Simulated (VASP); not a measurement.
Output of a VASP run:

### OSZICAR
```
       N       E                     dE             d eps       ncg     rms          rms(c)
DAV:   1     0.512325521203E+02    0.51233E+02   -0.86670E+03  3238   0.134E+03
DAV:   2    -0.547689613519E+01   -0.56709E+02   -0.55483E+02  3309   0.556E+02
DAV:   3    -0.817690670045E+01   -0.27000E+01   -0.24735E+01  3587   0.616E+01
DAV:   4    -0.831296861421E+01   -0.13606E+00   -0.13057E+00  3600   0.117E+01
DAV:   5    -0.832347860586E+01   -0.10510E-01   -0.10462E-01  3470   0.228E+00    0.236E+01
DAV:   6    -0.831843134885E+01    0.50473E-02   -0.38044E-02  3296   0.354E+00    0.141E+01
DAV:   7    -0.832950272496E+01   -0.11071E-01   -0.67542E-02  3254   0.465E+00    0.359E-01
DAV:   8    -0.832946261240E+01    0.40113E-04   -0.43329E-03  3234   0.104E+00    0.888E-02
DAV:   9    -0.832948819676E+01   -0.25584E-04   -0.23984E-04  3523   0.215E-01    0.365E-02
DAV:  10    -0.832948157340E+01    0.66234E-05   -0.35972E-05  3352   0.742E-02    0.571E-02
DAV:  11    -0.832948340944E+01   -0.18360E-05   -0.42776E-06  3277   0.249E-02    0.247E-03
DAV:  12    -0.832948368968E+01   -0.28024E-06   -0.18988E-07  2104   0.760E-03    0.135E-03
DAV:  13    -0.832948368006E+01    0.96215E-08   -0.36821E-08  1798   0.802E-03
   1 F= -.83294837E+01 E0= -.83290333E+01  d E =-.832948E+01
       N       E                     dE             d eps       ncg     rms          rms(c)
DAV:   1    -0.832978923172E+01   -0.30554E-03   -0.11162E-02  3078   0.130E+00    0.771E-02
DAV:   2    -0.832965574516E+01    0.13349E-03   -0.28313E-04  3301   0.249E-01    0.421E-02
DAV:   3    -0.832958595668E+01    0.69788E-04   -0.73763E-05  3761   0.102E-01    0.229E-02
DAV:   4    -0.832958546170E+01    0.49498E-06   -0.12579E-05  3328   0.305E-02    0.990E-03
DAV:   5    -0.832958530028E+01    0.16142E-06   -0.39736E-07  2542   0.953E-03    0.197E-03
DAV:   6    -0.832958521388E+01    0.86400E-07   -0.51813E-08  1678   0.441E-03
   2 F= -.83295852E+01 E0= -.83291400E+01  d E =-.101534E-03
       N       E                     dE             d eps       ncg     rms          rms(c)
DAV:   1    -0.832968334204E+01   -0.98042E-04   -0.44069E-03  3048   0.817E-01    0.482E-02
DAV:   2    -0.832963126788E+01    0.52074E-04   -0.11254E-04  3309   0.157E-01    0.265E-02
DAV:   3    -0.832960356684E+01    0.27701E-04   -0.28940E-05  3758   0.642E-02    0.145E-02
DAV:   4    -0.832960330378E+01    0.26306E-06   -0.49870E-06  3315   0.191E-02    0.627E-03
DAV:   5    -0.832960319759E+01    0.10619E-06   -0.10987E-07  1808   0.604E-03    0.115E-03
DAV:   6    -0.832960315004E+01    0.47552E-07   -0.32537E-08  1468   0.518E-03
   3 F= -.83296032E+01 E0= -.83291599E+01  d E =-.119470E-03
```

File OUTCAR:
```
------------------------ aborting loop because EDIFF is reached ----------------------------------------
  FORCE on cell =-STRESS in cart. coord.  units (eV):
  Direction    XX          YY          ZZ          XY          YZ          ZX
  --------------------------------------------------------------------------------------
  Total       -0.4001104     -0.4001103     -0.3996632      0.0000000     -0.0000000      0.0000000
  in kB       -9.6944197     -9.6944169     -9.6835833      0.0000000     -0.0000000      0.0000000
  external PRESSURE =      -9.6908066 kB  Pullay stress =       0.0000000 kB
  volume of cell :       66.13
      direct lattice vectors                 reciprocal lattice vectors
     1.831509529 -3.172267106 -0.000000000     0.272998853 -0.157615984 -0.000000000
     1.831509529  3.172267106  0.000000000     0.272998853  0.157615984 -0.000000000
     0.000000000  0.000000000  5.690621292    -0.000000000 -0.000000000  0.175727737
 POSITION                                       TOTAL-FORCE (eV/Angst)
 -----------------------------------------------------------------------------------
      1.83151      1.05742      1.42266        -0.000000      0.000000      0.000000
      1.83151     -1.05742      4.26797         0.000000     -0.000000      0.000000
 -----------------------------------------------------------------------------------
    total drift:                                0.000004      0.000093     -0.000011
  FREE ENERGIE OF THE ION-ELECTRON SYSTEM (eV)
  ---------------------------------------------------
  free  energy   TOTEN  =        -8.3296031500 eV

  energy  without entropy=       -8.3282733978  energy(sigma->0) =       -8.32915990

 reached required accuracy - stopping structural energy minimisation
```
(Selected blocks of OUTCAR.)

**POSCAR**
```
Er
1
    1.8337979768    -3.1762307981     0.0000000000
    1.8337979768     3.1762307981     0.0000000000
    0.0000000000     0.0000000000     5.6764272104
Er
2
Direct
  0.3333330000   0.6666670000   0.2500000000
  0.6666670000   0.3333330000   0.7500000000
```

Q: Write an INCAR and KPOINTS that could have produced this output.

A: Several could match; the one computed here: the input of the run itself, RPBE GGA, plane waves, VASP's PBE PAW potentials (set 64).

### KPOINTS
```
Automatic
0
gamma
12 12 7
0 0 0
```

### INCAR
```
SYSTEM = Er
PREC = Accurate
ENCUT = 520
EDIFF = 1E-7
NELM = 100
ALGO = Normal
LREAL = .FALSE.
LASPH = .TRUE.
ISMEAR = 1
SIGMA = 0.1
GGA = RP
LMAXMIX = 6
LWAVE = .FALSE.
LCHARG = .FALSE.
ISIF = 4
IBRION = 2
NSW = 30
EDIFFG = -0.01
```

POTCAR, in this order: Er_3 (PBE.64 set). Program: vasp_std.

The 4f electrons are frozen in the core of the lanthanide potential, so 4f levels, which can set the real gap, and their magnetism are missing.

The compound is Er in the hcp structure. This cell is one point of a volume scan, at 1.03 of the reference volume. Symmetry was kept, so distortions that lower it aren't found.
